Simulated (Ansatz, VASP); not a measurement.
**WS2 in two plane-wave programs**

Aim: how closely do two programs agree when they are given the same cell, functional and k mesh? Of the first pair: The structure shown is the start of the Ansatz relaxation below; VASP solves that cell, so the two are compared at the walk's first step.

Method: plane waves, with VASP 6.6.1 beside it; LDA, in Ansatz 0.2.0.

## 1. The starting structure

The cell holds 3 atoms: 1 W and 2 S. Its edges and angles: a = 3.236 Å, b = 3.236 Å, c = 30.263 Å, α = 90.0°, β = 90.0°, γ = 120.0°. Vacuum lies along c. The height across the vacuum is the one that the program set for its solve, not the one typed.

## 2. Ansatz: relaxation, LDA

Ansatz runs on its default PAW (the set named soft_2) files.

The two programs are compared at the cell with which this relaxation starts, whose forces are those of its first step.

The input, input.yaml:

```yaml
crystal:
  lattice:
    - [3.2357, 0.0, 0.0]
    - [-1.61785, 2.802198399, 0.0]
    - [0.0, 0.0, 18.9085932453]
  atoms:
    - { symbol: W, position: [0.0, 0.0, 0.5] }
    - { symbol: S, position: [0.3333333333, 0.6666666667, 0.5854560286] }
    - { symbol: S, position: [0.3333333333, 0.6666666667, 0.4145439714] }
  periodic: [true, true, false]
kpoints:
  mp_grid: { grid: [9, 9, 1] }
hamiltonian:
  xc: lda
scf:
  occupations: { method: fermi_dirac, width: 0.02 }
relax:
  f_tol: 0.01
  max_steps: 80
  cell: {}
```

The run is started by

```
$ ansatz run input.yaml --threads 8 --pin off --max-ram 14745MiB --backend cpu --events-out ev --progress --plain --runs-dir out
```

Numbers of over 12 decimals in the logs are rounded to 6 here.

The program printed:

```text
Warning: crystal.periodic: the lattice vector that does not repeat stood 0.000° off the slab's normal, 18.909 Å along it as the deck builds it. The run solves the slab on a vector along the normal, 30.263 Å long, with every atom where it was (on the deck's vector they left 15.68 Å outside them, and the widest stretch free of ions among them is 1.62 Å). A fractional position that the run reports is one of the run's ce [...]
crystal.periodic: the lattice vector that does not repeat stood 0.000° off the slab's normal, 18.909 Å along it as the deck builds it. The run solves the slab on a vector along the normal, 30.263 Å long, with every atom where it was (on the deck's vector they left 15.68 Å outside them, and the widest stretch free of ions among them is 1.62 Å). A fractional position that the run reports is one of the run's cell, which [...]
Engine: ansatz 0.2.0, aarch64-unknown-linux-gnu
Pseudopotentials: kind: paw
Pseudopotential: W, paw, valence charge 14, recommended cutoff 420 eV (normal), W.paw.azcp
Pseudopotential: S, paw, valence charge 6, recommended cutoff 420 eV (normal), S.paw.azcp
Functional definition: SPW92
  exchange = slater_x
  correlation = pw_c
Crystal: 3 atoms, lattice volume = 274.401 Å³
Basis set: ecut = 420 eV, 5465 PW (Γ)
Bands: 17, of which v1, the nominal top of the filled ones, is band 13 counted from 1 (12 counted from 0)
Symmetry: 12 space group operations
Space group: P-6m2 (ITA 187), of the structure as read, at distance tolerance 6.5e-5 Å
k-points: 12 of 81 (time reversal used)
Non-local potential: W, projectors of the file, l = 0: 3, l = 1: 2, l = 2: 2, l = 3: 1
Non-local potential: S, projectors of the file, l = 0: 2, l = 1: 2, l = 2: 2
PAW form: soft (Blöchl's): semilocal exchange-correlation on the pseudo side does not see the compensation charge
PAW frozen core: W, regenerated for the run's functional, and the local potential with it (the file was generated under x = pbe(κ = 0.804, μ = 0.219515), c = pbe(β = 0.066725))
PAW frozen core: S, regenerated for the run's functional, and the local potential with it (the file was generated under x = pbe(κ = 0.804, μ = 0.219515), c = pbe(β = 0.066725))
PAW one-centre angular grid: W, 590 points (default); XC on 64 Gauss nodes
PAW one-centre angular grid: S, 110 points (default); XC on 64 Gauss nodes
Initial density: superposition of atomic densities (neutral atoms: chi_scale 0, normalization atom), corrected by the library's trained network
Initial wavefunctions: pseudopotential atomic-orbital guess
Functional: x = slater, c = lda
SCF iter   1: F=—  HF=-11871.312110 eV  |F-HF|=—  |Δ(HF+E_count)|=         —  Δρ=4.77e-3  dr2=1.36e-1  ethr=1.77e-3  ⟨swp⟩=15.3  Hψ=2073  notcnv=0
preconditioner: auto → none  [insulator: Δε(μ)=1.713 eV  Ē_g=8.149 eV  σ=0.020 eV  W_gap=1.00  n_scr=16 (ndim 8)  ℏωp=9.5 eV  f_vac=0.764  D(μ)=0.00/eV (n_scr^D=0)  ε∞_Penn≈2.4]
[...]
Crystal: 3 atoms, lattice volume = 254.610 Å³
Basis set: ecut = 420 eV, 4949 PW (Γ)
iter 1 solved again at ethr=1.37e-4 eV; its pass at ethr=3.10e-3 eV (dr2=3.56e-2 eV) is discarded
SCF iter   1: F=—  HF=-11871.586708 eV  |F-HF|=—  |Δ(HF+E_count)|=         —  Δρ=2.85e-3  dr2=3.16e-2  ethr=1.37e-4  ⟨swp⟩=2.9  Hψ=1973  notcnv=0
preconditioner: auto → none  [insulator: Δε(μ)=2.031 eV  Ē_g=8.900 eV  σ=0.020 eV  W_gap=1.00  n_scr=16 (ndim 8)  ℏωp=9.9 eV  f_vac=0.765  D(μ)=0.00/eV (n_scr^D=0)  ε∞_Penn≈2.2]
SCF iter   2: F=—  HF=-11871.592495 eV  |F-HF|=—  |Δ(HF+E_count)|=   5.79e-3  Δρ=2.85e-3  dr2=8.14e-2  ethr=1.22e-4  ⟨swp⟩=4.6  Hψ=550  notcnv=0  recentre
SCF iter   3: F=—  HF=-11871.580917 eV  |F-HF|=—  |Δ(HF+E_count)|=   1.16e-2  Δρ=1.44e-3  dr2=6.74e-3  ethr=1.22e-4  ⟨swp⟩=4.2  Hψ=498  notcnv=0
SCF iter   4: F=—  HF=-11871.579431 eV  |F-HF|=—  |Δ(HF+E_count)|=   1.49e-3  Δρ=2.57e-4  dr2=8.01e-5  ethr=2.59e-5  ⟨swp⟩=3.2  Hψ=473  notcnv=0
SCF iter   5: F=—  HF=-11871.579414 eV  |F-HF|=—  |Δ(HF+E_count)|=   1.67e-5  Δρ=1.00e-4  dr2=1.01e-5  ethr=3.08e-7  ⟨swp⟩=3.5  Hψ=498  notcnv=0
SCF iter   6: F=—  HF=-11871.579413 eV  |F-HF|=—  |Δ(HF+E_count)|=   1.39e-6  Δρ=1.94e-5  dr2=9.66e-7  ethr=3.89e-8  ⟨swp⟩=2.8  Hψ=362  notcnv=0
SCF iter   7: F=-11871.579413 eV  HF=-11871.579413 eV  |F-HF|=1.54e-8  |Δ(HF+E_count)|=   1.69e-7  Δρ=3.16e-6  dr2=2.21e-8  ethr=1.15e-9  ⟨swp⟩=8.0  Hψ=1097  notcnv=0
SCF 3 converged in 7 iterations: F = -11871.579413 eV  dr2 = 2.21e-8
relax step   3: F+E_penalty+E_count = -11871.57941269 eV  Δ(F+E_penalty+E_count) = -6.355e-2 eV  max|allowed force component| = 2.728e-1 eV/Å  Δτ_max = 0.0674 Å  P = -0.073 N/m  Ω = 254.610 Å³  energy of the carried Pulay correction = +5.488e-4 eV  fix = [c, alpha, beta]  reactions: c -0.000 N/m  (7 SCF iters, dr2 threshold 3.00e-7 eV, accepted)
[...]
relax step   4: F+E_penalty+E_count = -11871.58362993 eV  Δ(F+E_penalty+E_count) = -4.217e-3 eV  max|allowed force component| = 1.686e-2 eV/Å  Δτ_max = 0.0168 Å  P = -0.232 N/m  Ω = 256.533 Å³  energy of the carried Pulay correction = +4.937e-4 eV  fix = [c, alpha, beta]  reactions: c -0.000 N/m  (6 SCF iters, dr2 threshold 3.00e-7 eV, accepted)
[...]
relax step   5: F+E_penalty+E_count = -11871.58376416 eV  Δ(F+E_penalty+E_count) = -1.342e-4 eV  max|allowed force component| = 1.679e-3 eV/Å  Δτ_max = 0.0003 Å  P = +0.011 N/m  Ω = 255.988 Å³  energy of the carried Pulay correction = +5.093e-4 eV  fix = [c, alpha, beta]  reactions: c +0.000 N/m  (5 SCF iters, dr2 threshold 7.68e-8 eV, accepted)
[...]
relax step   6: F+E_penalty+E_count = -11871.58326318 eV  Δ(F+E_penalty+E_count) = +5.010e-4 eV  max|allowed force component| = 1.909e-3 eV/Å  Δτ_max = 0.0000 Å  P = +0.011 N/m  Ω = 255.988 Å³  fix = [c, alpha, beta]  reactions: c +0.000 N/m  stress off target by 1.08e-2 N/m on what of the cell is left free  SCF on the basis re-selected at this cell (its energy is not comparable with the rows above)  (7 SCF iters)
basis re-selected at this cell: Δ(F+E_penalty+E_count) = +5.010e-4 eV, ΔP = -0.001 N/m vs the last step (what re-selecting the basis moved, of the pressure what is left beyond the Pulay correction that the steps carried, after the strain that the cell walked since its last selection, with what the two solves' SCF thresholds leave and, on support functions, any second-order correction that the steps lacked; it is no m [...]
SCF converged after 7 iterations
Free energy (F): -11871.583263 eV
Harris-Foulkes:  -11871.583263 eV  (|F-HF|=4.91e-11)
Internal energy: -11871.583263 eV  (E = F + TS)
E sigma→0 (E₀):  -11871.583263 eV
Fermi energy:    -4.952064 eV
--- Per-component energies (eV) ---
  E_band       = -628.353338
  E_kinetic    = 669.996707
  E_local      = -45972.963774  (includes V_loc(G=0)·N_el)
  E_nonlocal   = 65.257675
  E_hartree    = 22583.899487
  E_xc         = -459.457362
  E_vxc        = -416.841385  (∫ρ·V_xc dr)
  E_paw        = -9447.480621  (= ΣΔE_a)
  E_vpaw       = -141.601236  (= ΣTr[D̂ρ^β])
  E_aug_tail   = -0.000067  (compensation charges beyond the density's cutoff)
  E_ewald      = 20688.575143
  E_core_change = 0.589548  (= ΣΔE_core)
  E_smearing   = -0.000000  (= −TS)
  E_closure    = 0.000000  (closes the sum)
  Σ components = -11871.583263   (vs F -11871.583263, Δ=0.00e0)
--- Forces (eV/Å), atoms counted from 1 ---
  atom   1  W      0.00000000    -0.00000000     0.00000000
  atom   2  S     -0.00000000     0.00000000     0.00190907
  atom   3  S      0.00000000     0.00000000    -0.00190907
  max |Σ_I F_I| component: 1.39e-17 eV/Å
--- 2D stress c σ (N/m, compression-positive) ---
        0.010830       0.000000      -0.000000
        0.000000       0.010830      -0.000000
       -0.000000      -0.000000       0.000000
  P = ½ c Tr σ = 0.0108 N/m
--- Relaxed structure (5 steps of the walk, 5 accepted, 1 SCFs on fresh bases) ---
  F+E_penalty+E_count = -11871.58326318 eV   max|allowed force component| = 1.909e-3 eV/Å   (the final SCF, on the basis selected at the relaxed cell)
  cell:  # Å, volume = 255.9878 Å³
    - [3.125254, 0, 0]
    - [-1.562627, 2.706550, 0]
    - [0, 0, 30.263413]
  atoms:
    - { symbol: W, position: [0, -2.8783559898885975e-17, 0.312400] }
    - { symbol: S, position: [0.333333, 0.666667, 0.363963] }
    - { symbol: S, position: [0.333333, 0.666667, 0.260838] }
```

## 3. VASP: single point, LDA, start cell, pair 1

The same cell, functional (in two slightly different forms), mesh and smearing now go to VASP, with its own data sets.

Lines of VASP's logs that name or quote its potential files are left out, and so is its time.

The input, INCAR:

```
SYSTEM = WS2
PREC = Accurate
ENCUT = 520
EDIFF = 1E-06
NELM = 120
ISMEAR = -1
SIGMA = 0.02
LREAL = .FALSE.
ALGO = Normal
GGA = PW92
NBANDS = 15
LASPH = .TRUE.
LORBIT = 11
LWAVE = .FALSE.
LCHARG = .FALSE.
ISIF = 2
LDIPOL = .TRUE.
IDIPOL = 3
DIPOL = 0.5 0.5 0.312
LVHAR = .TRUE.
GGA_COMPAT = .FALSE.
EFERMI = MIDGAP
NELMDL = -8
```

The input, POSCAR:

```
WS2
1.0
    3.2357000000      0.0000000000      0.0000000000
   -1.6178500000      2.8021980000      0.0000000000
    0.0000000000      0.0000000000     30.2634130000
W S
1 2
Direct
    0.0000000000      0.0000000000      0.3124002240
    0.3333333333      0.6666666667      0.3657931939
    0.3333333333      0.6666666667      0.2590072541
```

The input, KPOINTS:

```
Automatic mesh
0
Gamma
9 9 1
0 0 0
```

PAW data sets: W and S (LDA family, release 64).

The run is started by

```
$ mpirun -np 1 vasp_std
```

The program printed:

```text
[banner, memory and clock lines left out]
running    1 mpi-ranks, on    1 nodes
 distrk:  each k-point on    1 cores,    1 groups
 distr:  one band on    1 cores,    1 groups

 POSCAR found type information on POSCAR W S
 POSCAR found :  2 types and       3 ions
|                                                                             |
|               ----> ADVICE to this user running VASP <----                  |
|                                                                             |
|     You enforced a specific xc type in the INCAR file but a different       |
|     [... a line on the potential file left out ...]
|     I HOPE YOU KNOW WHAT YOU ARE DOING!                                     |
|                                                                             |

 LDA part: xc-table for (Slater(with rela. corr.)+PW92), standard interpolation
 POSCAR, INCAR and KPOINTS ok, starting setup
 FFT: planning ... GRIDC
 FFT: planning ... GRID_SOFT
 FFT: planning ... GRID
 WAVECAR not read
 entering main loop
       N       E                     dE             d eps       ncg     rms          rms(c)
DAV:   1     0.134806519649E+03    0.13481E+03   -0.54588E+03   360   0.826E+02
DAV:   2    -0.952306925299E+01   -0.14433E+03   -0.13573E+03   630   0.156E+02
DAV:   3    -0.271602265619E+02   -0.17637E+02   -0.17507E+02   521   0.696E+01
DAV:   4    -0.275248529895E+02   -0.36463E+00   -0.36356E+00   474   0.127E+01
DAV:   5    -0.275337509248E+02   -0.88979E-02   -0.88953E-02   502   0.191E+00
DAV:   6    -0.275341003591E+02   -0.34943E-03   -0.34943E-03   489   0.377E-01
DAV:   7    -0.275341121277E+02   -0.11769E-04   -0.11768E-04   530   0.640E-02
DAV:   8    -0.275341127866E+02   -0.65892E-06   -0.65881E-06   426   0.144E-02    0.240E+01
DAV:   9    -0.262265736866E+02    0.13075E+01   -0.40343E+00   508   0.140E+01    0.995E+00
DAV:  10    -0.260843578155E+02    0.14222E+00   -0.15764E+00   472   0.101E+01    0.581E+00
DAV:  11    -0.259336509725E+02    0.15071E+00   -0.24481E-01   451   0.424E+00    0.766E-01
DAV:  12    -0.259344773736E+02   -0.82640E-03   -0.40699E-02   507   0.136E+00    0.326E-01
DAV:  13    -0.259329980026E+02    0.14794E-02   -0.41026E-03   493   0.466E-01    0.135E-01
DAV:  14    -0.259330411214E+02   -0.43119E-04   -0.55096E-04   451   0.182E-01    0.441E-02
[...]
DAV:  19    -0.259337194649E+02   -0.12087E-03   -0.12734E-05   416   0.112E-02    0.321E-03
DAV:  20    -0.259337447380E+02   -0.25273E-04   -0.66627E-07   457   0.358E-03    0.172E-03
DAV:  21    -0.259337688117E+02   -0.24074E-04   -0.99938E-07   360   0.337E-03    0.116E-03
DAV:  22    -0.259337729834E+02   -0.41717E-05   -0.24920E-07   377   0.158E-03    0.627E-04
DAV:  23    -0.259337789827E+02   -0.59993E-05   -0.18534E-07   355   0.142E-03    0.594E-04
DAV:  24    -0.259337812784E+02   -0.22957E-05   -0.70102E-08   362   0.794E-04    0.238E-04
DAV:  25    -0.259337824465E+02   -0.11681E-05   -0.19506E-08   341   0.470E-04    0.153E-04
DAV:  26    -0.259337832590E+02   -0.81257E-06   -0.15457E-08   348   0.390E-04
   1 F= -.25933783E+02 E0= -.25933783E+02  d E =-.694228E-20
```

(Part 1 of 2 ends here.)

[Lines on the potential files, build, host, timing and source positions are cut from VASP's logs without a mark.]

[Logs are printed without paths, hosts, clocks, repeated set-up lines and the standing remarks that a program may print on its own settings, such as how far it seeks lower states.]

[Hosts, paths, dates, database ids (printed as entryN), source tags and the programs' standing remarks are cut or masked in the printed files.]
